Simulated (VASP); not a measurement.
Given:

```
RuTe
1.0
    0.00000     2.70870     2.70870
    2.70870     0.00000     2.70870
    2.70870     2.70870     0.00000
Ru Te
1 1
Direct
  0.00000   0.00000   0.00000
  0.50000   0.50000   0.50000
```

Calculation: r2SCAN meta-GGA, VASP's PBE PAW potentials (set 64) (plane waves; VASP). Settings: 400 eV cut-off, 13×13×13 Γ-centred mesh, tetrahedra with Blöchl corrections, potentials Ru_pv Te.

Q: Give the energies of bands 5 to 13 at the high-symmetry points, in eV from the Fermi level.

A: 
```tsv
band	Γ	X	U	L	W
5	-1.99	-5.64	-5.34	-7.20	-4.99
6	-1.99	-3.06	-5.29	-4.55	-4.99
7	-1.99	-2.65	-3.88	-4.55	-4.86
8	-1.68	-2.65	-1.59	-0.86	-0.68
9	-1.68	-1.13	-0.67	-0.86	-0.68
10	-0.36	-0.45	-0.18	-0.27	-0.45
11	-0.36	-0.45	0.45	4.12	-0.06
12	-0.36	0.61	1.09	4.67	0.50
13	5.86	2.87	4.83	4.67	7.66
```

It has no gap at this level: it comes out as a metal or semimetal.

The structure was generated: RuTe was put into the rock salt type (Fm-3m), which need not be its known phase. It was relaxed first, which changed the volume by -31 %.
